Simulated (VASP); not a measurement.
# TiOs (Pm-3m) in VASP: notebook, part 2 of 3

VASP 6.6.1.

## 3. Relaxation of cell and atoms, LDA

INCAR

```
SYSTEM = TiOs
PREC = Accurate ; ENCUT = 600
EDIFF = 1E-7 ; ISMEAR = 0
SIGMA = 0.1 ; LREAL = .FALSE.
LASPH = .TRUE. ; NELM = 60
ALGO = Fast ; ISIF = 3
LWAVE = .FALSE. ; LCHARG = .FALSE.
IBRION = 2 ; NSW = 100
EDIFFG = -0.005
```

KPOINTS

```
regular mesh
0
G
  14 14 14
  0 0 0
```

POSCAR

```
TiOs
1.0
    3.0398976908      0.0000000000      0.0000000000
    0.0000000000      3.0398976908      0.0000000000
    0.0000000000      0.0000000000      3.0398976908
Ti Os
1 1
Direct
    0.5000000000      0.5000000000      0.5000000000
    0.0000000000      0.0000000000      0.0000000000
```

Potentials or basis: VASP PAW LDA potentials, release 64 (Ti_sv, Os).

Command:

```
cat potpaw_LDA.64/Ti_sv/POTCAR potpaw_LDA.64/Os/POTCAR > POTCAR
mpirun -np 1 vasp_std > vasp.out
```

OUTCAR:

```text
SYSTEM = TiOs
   PREC = Accurate
   ENCUT = 600
   EDIFF = 1E-7
   ISMEAR = 0
   LREAL = .FALSE.
   LASPH = .TRUE.
   NELM = 60
   ISIF = 3
   IBRION = 2
   NSW = 100
   EDIFFG = -0.005

 ion  position               nearest neighbor table
   1  0.500  0.500  0.500-   2 2.63   2 2.63   2 2.63   2 2.63   2 2.63   2 2.63   2 2.63   2 2.63

   2  0.000  0.000  0.000-   1 2.63   1 2.63   1 2.63   1 2.63   1 2.63   1 2.63   1 2.63   1 2.63

  LATTYP: Found a simple cubic cell.
 ALAT       =     3.0398976908

  Lattice vectors:

 A1 = (   3.0398976908,   0.0000000000,   0.0000000000)
 A2 = (   0.0000000000,   3.0398976908,   0.0000000000)
 A3 = (   0.0000000000,   0.0000000000,   3.0398976908)

Analysis of symmetry for initial positions (statically):
=====================================================================
 Subroutine PRICEL returns:
 Original cell was already a primitive cell.

 Routine SETGRP: Setting up the symmetry group for a
 simple cubic supercell.

 Subroutine GETGRP returns: Found 48 space group operations
 (whereof 48 operations were pure point group operations)
 out of a pool of 48 trial point group operations.

The static configuration has the point symmetry O_h .

Analysis of symmetry for dynamics (positions and initial velocities):
=====================================================================
 Subroutine PRICEL returns:
 Original cell was already a primitive cell.

 Routine SETGRP: Setting up the symmetry group for a
 simple cubic supercell.

 Subroutine GETGRP returns: Found 48 space group operations
 (whereof 48 operations were pure point group operations)
 out of a pool of 48 trial point group operations.

The dynamic configuration has the point symmetry O_h .

 Subroutine INISYM returns: Found 48 space group operations
 (whereof 48 operations are pure point group operations),
 and found     1 'primitive' translations

----------------------------------------------------------------------------------------

                                     Primitive cell

  volume of cell :      28.0916

  direct lattice vectors                    reciprocal lattice vectors
     3.039897691  0.000000000  0.000000000     0.328958439  0.000000000  0.000000000
     0.000000000  3.039897691  0.000000000     0.000000000  0.328958439  0.000000000
     0.000000000  0.000000000  3.039897691     0.000000000  0.000000000  0.328958439

  length of vectors
     3.039897691  3.039897691  3.039897691     0.328958439  0.328958439  0.328958439

  position of ions in fractional coordinates (direct lattice)
     0.500000000  0.500000000  0.500000000
     0.000000000  0.000000000  0.000000000

  ion indices of the primitive-cell ions
   primitive index   ion index
                 1           1
                 2           2

----------------------------------------------------------------------------------------

 KPOINTS: regular mesh

Automatic generation of k-mesh.
 Grid dimensions read from file:
 generate k-points for:   14   14   14

 Generating k-lattice:

[... 55 lines left out ...]
   ISPIN  =      1    spin polarized calculation?
   LNONCOLLINEAR =      F non collinear calculations
   LSORBIT =      F    spin-orbit coupling
   LASPH  =      T    aspherical Exc in radial PAW
   ENCUT  =  600.0 eV  44.10 Ry    6.64 a.u.   6.07  6.07  6.07*2*pi/ulx,y,z
   NELM   =     60;   NELMIN=  2; NELMDL= -5     # of ELM steps
   EDIFF  = 0.1E-06   stopping-criterion for ELM
   LREAL  =      F    real-space projection
   EDIFFG = -.5E-02   stopping-criterion for IOM
   NSW    =    100    number of steps for IOM
   IBRION =      2    ionic relax: 0-MD 1-quasi-New 2-CG
   NFREE  =      1    steps in history (QN), initial steepest desc. (CG)
   ISIF   =      3    stress and relaxation
   ISYM   =      2    0-nonsym 1-usesym 2-fastsym
   POTIM  = 0.5000    time-step for ionic-motion
   TEBEG  =    0.0;   TEEND  =   0.0 temperature during run
   PSTRESS=    0.0 pullay stress
   NELECT =      20.0000    total number of electrons
   NUPDOWN=      -1.0000    fix difference up-down
   EMIN   =  10.00;   EMAX   =-10.00  energy-range for DOS
   EFERMI =   0.00;   METHOD = LEGACY
   ISMEAR =     0;   SIGMA  =   0.10  broadening in eV -4-tet -1-fermi 0-gaus
   EFERMI_NEDOS =   21; number of points for ismear=-14 and -15
   IALGO  =     68    algorithm
   IMIX   =      4    mixing-type and parameters
     AMIX     =   0.40;   BMIX     =  1.00
     AMIX_MAG =   1.60;   BMIX_MAG =  1.00
  volume/ion in A,a.u.               =      14.05        94.79
  Fermi-wavevector in a.u.,A,eV,Ry     =   1.461815  2.762431 29.074347  2.136904
  Thomas-Fermi vector in A             =   2.578102
   LORBIT       =      0    0 simple, 1 ext, 2 COOP (PROOUT), +10 PAW based schemes
   GGA     = CA    functional components
   LHFCALC =     F    Hartree Fock is set to
   AEXX    =    0.0000 exact exchange contribution
   IVDW    =     0    specifies the selected vdW correction
   LEPSILON=     F    determine dielectric tensor
   LRPA    =     F    only Hartree local field effects (RPA)
 conjugate gradient relaxation of ions
 non-spin polarized calculation
 RMM-DIIS sequential band-by-band and
 Gauss-broadening in eV      SIGMA  =   0.10
  energy-cutoff  :      600.00
  volume of cell :       28.09
 maximum number of plane-waves:       968
   NGX = 13   NGY = 13   NGZ = 13

--------------------------------------- Ionic step        1  -------------------------------------------

 number of electron      20.0000005 magnetization

 Free energy of the ion-electron system (eV)
  ---------------------------------------------------
  ext. energy  EPLUGINS =         0.00000000
  ---------------------------------------------------
  free energy    TOTEN  =       -22.68807231 eV

  energy without entropy =      -22.68551580  energy(sigma->0) =      -22.68679405

------------------------ aborting loop because EDIFF is reached ----------------------------------------

  FORCE on cell =-STRESS in cart. coord.  units (eV):
  Direction    XX          YY          ZZ          XY          YZ          ZX
  --------------------------------------------------------------------------------------
  -------------------------------------------------------------------------------------
  Total        0.0900937      0.0900937      0.0900937     -0.0000000      0.0000000      0.0000000
  in kB        5.1384037      5.1384037      5.1384037     -0.0000000      0.0000000      0.0000000
  external PRESSURE =       5.1384037 kB  Pullay stress =       0.0000000 kB
[... 59 lines left out ...]
--------------------------------------- Ionic step        3  -------------------------------------------

 number of electron      20.0000005 magnetization

 Free energy of the ion-electron system (eV)
  ---------------------------------------------------
  ext. energy  EPLUGINS =         0.00000000
  ---------------------------------------------------
  free energy    TOTEN  =       -22.68815563 eV

  energy without entropy =      -22.68562262  energy(sigma->0) =      -22.68688913

 E-fermi :   9.7915     XC(G=0): -13.5209

 val. band max:        9.7609968954   @ k =   0.5000   0.4286   0.0000
 cond. band min:       9.8232448178   @ k =   0.5000   0.1429   0.0000
 fundamental gap:      0.0622479224
 Fermi energy:         9.7915246840

 k-point     1 :       0.0000    0.0000    0.0000
  band No.  band energies     occupation
      1     -46.4984      2.00000
      2     -23.0194      2.00000
      3     -23.0194      2.00000
      4     -23.0194      2.00000
      5       1.1228      2.00000
      6       4.1933      2.00000
      7       4.1933      2.00000
      8       8.3421      2.00000
      9       8.3421      2.00000
     10       8.3421      2.00000
     11      11.6262      0.00000
     12      11.6262      0.00000
     13      13.5958      0.00000
     14      13.5958      0.00000
[... 377 lines left out ...]
      1     -46.4624      2.00000
      2     -23.2354      2.00000
      3     -23.1078      2.00000
      4     -23.0048      2.00000
      5       3.8499      2.00000
      6       5.3560      2.00000
      7       6.4656      2.00000
      8       7.2370      2.00000
      9       7.8209      2.00000
     10       8.1622      2.00000
     11      10.3981      0.00000
     12      10.8629      0.00000
     13      11.7437      0.00000
     14      12.0872      0.00000

 [... further k-points ...]

------------------------ aborting loop because EDIFF is reached ----------------------------------------

  FORCE on cell =-STRESS in cart. coord.  units (eV):
  Direction    XX          YY          ZZ          XY          YZ          ZX
  --------------------------------------------------------------------------------------
  -------------------------------------------------------------------------------------
  Total       -0.0069148     -0.0069148     -0.0069148      0.0000000      0.0000000     -0.0000000
  in kB       -0.3936488     -0.3936488     -0.3936488      0.0000000      0.0000000     -0.0000000
  external PRESSURE =      -0.3936488 kB  Pullay stress =       0.0000000 kB
[... 17 lines left out ...]
  FREE ENERGIE OF THE ION-ELECTRON SYSTEM (eV)
  ---------------------------------------------------
  free  energy   TOTEN  =       -22.6881556288 eV

  energy  without entropy=      -22.6856226219  energy(sigma->0) =      -22.68688913

 reached required accuracy - stopping structural energy minimisation
```

CONTCAR:

```text
TiOs
   1.00000000000000
     3.0417721554509884   -0.0000000000000000    0.0000000000000000
    -0.0000000000000000    3.0417721554509884   -0.0000000000000000
     0.0000000000000000    0.0000000000000000    3.0417721554509884
  Ti              Os
     1     1
Direct
     0.5000000000000000    0.5000000000000000    0.5000000000000000
     0.0000000000000000    0.0000000000000000    0.0000000000000000

  0.00000000E+00  0.00000000E+00  0.00000000E+00
  0.00000000E+00  0.00000000E+00  0.00000000E+00
```

It took 72 s on 1 thread of Intel Xeon Platinum 8559C (Emerald Rapids), shared host; peak memory 0.19 GiB.

Results:

```
Free energy                            : -22.6882 eV
Relaxed volume                         : 14.07 Å³/atom
Relaxed cell                           : a = 3.042 Å, b = 3.042 Å, c = 3.042 Å, α = 90.00°, β = 90.00°, γ = 90.00°
Space group after relaxing (to 0.05 Å) : Pm-3m (No. 221)
Energy gained by relaxing              : 0.0 meV/atom
Ionic steps                            : 3
Pressure after relaxing                : 0.0 GPa
Band gap on the k mesh                 : none (metal or under the smearing width)
```

Final structure:
```
CELL_PARAMETERS angstrom
3.04177 0.00000 0.00000
0.00000 3.04177 0.00000
0.00000 0.00000 3.04177
ATOMIC_POSITIONS crystal
Ti 0.50000 0.50000 0.50000
Os 0.00000 0.00000 0.00000
```

Levels at points of the mesh, in eV from the Fermi level:
```csv
k point,band 8,band 9,band 10,band 11,band 12,band 13
"(0.00, 0.00, 0.00)",-1.45,-1.45,-1.45,1.83,1.83,3.80
"(0.50, 0.00, 0.00)",-1.74,-1.74,-1.05,-0.15,0.61,0.61
"(0.50, 0.50, 0.00)",-3.38,1.08,1.08,1.11,1.21,2.16
"(0.50, 0.50, 0.50)",-1.65,-1.65,-1.65,1.33,1.33,3.04
```

The run has no spin-orbit coupling, so splittings on Os are missing.

[end of part 2 of 3]
